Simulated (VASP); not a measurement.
An input for Quantum ESPRESSO's pw.x (written as the equivalent of a VASP run, and not itself run):

```
&CONTROL
  calculation = 'vc-relax'
  pseudo_dir = './pseudo'
  outdir = './out'
  tprnfor = .true.
  tstress = .true.
  nstep = 30
  forc_conv_thr = 0.00039
/
&SYSTEM
  ibrav = 0
  nat = 2
  ntyp = 1
  ecutwfc = 84
  occupations = 'smearing'
  smearing = 'methfessel-paxton'
  degauss = 0.00735
  input_dft = 'vdw-df-obk8'
/
&ELECTRONS
  conv_thr = 7.3e-09
  electron_maxstep = 100
/
&IONS
/
&CELL
  cell_dofree = 'shape'
/
ATOMIC_SPECIES
  Zn 65.380 Zn.upf
CELL_PARAMETERS angstrom
     1.3051165   -2.2605285    0.0000000
     1.3051165    2.2605285    0.0000000
     0.0000000    0.0000000    4.8558441
ATOMIC_POSITIONS crystal
  Zn   0.3333330  0.6666670  0.2500000
  Zn   0.6666670  0.3333330  0.7500000
K_POINTS automatic
  16 16 8 0 0 0
```

Task: Write the VASP files for the same calculation (optB88-vdW).

Result: One answer among several that fit: 
**KPOINTS**
```
K-points
0
gamma
 16 16 8
```

File POSCAR:
```
Zn
1
    1.3051164917    -2.2605284929     0.0000000000
    1.3051164917     2.2605284929     0.0000000000
    0.0000000000     0.0000000000     4.8558440724
Zn
2
Direct
  0.3333330000   0.6666670000   0.2500000000
  0.6666670000   0.3333330000   0.7500000000
```

**INCAR**
```
! general
SYSTEM    =  Zn
PREC      =  Accurate
ENCUT     =  520
LREAL     =  .FALSE.
LASPH     =  .TRUE.

! electronic loop
EDIFF     =  1E-7
NELM      =  100
ALGO      =  Normal
LMAXMIX   =  4

! smearing
ISMEAR    =  1
SIGMA     =  0.1

! functional
GGA       =  BO
LUSE_VDW  =  .TRUE.
AGGAC     =  0.0
PARAM1    =  0.1833333333
PARAM2    =  0.22

! ions
IBRION    =  2
NSW       =  30
ISIF      =  4
EDIFFG    =  -0.01

! output
LWAVE     =  .FALSE.
LCHARG    =  .FALSE.
```

POTCAR, in this order: Zn (PBE.64 set). Program: vasp_std.

Limits of the translation: the potentials are each code's own (VASP's PAW set, PseudoDojo norm-conserving files in pw.x), so ENCUT and ecutwfc are chosen apart and not converted; conv_thr bounds pw.x's estimated SCF error, while EDIFF bounds the energy change between steps; forc_conv_thr acts on force components and is met together with etot_conv_thr.

The compound is Zn in the hcp structure. This cell is one point of a volume scan, at 0.94 of the reference volume. Symmetry was kept, so distortions that lower it aren't found.
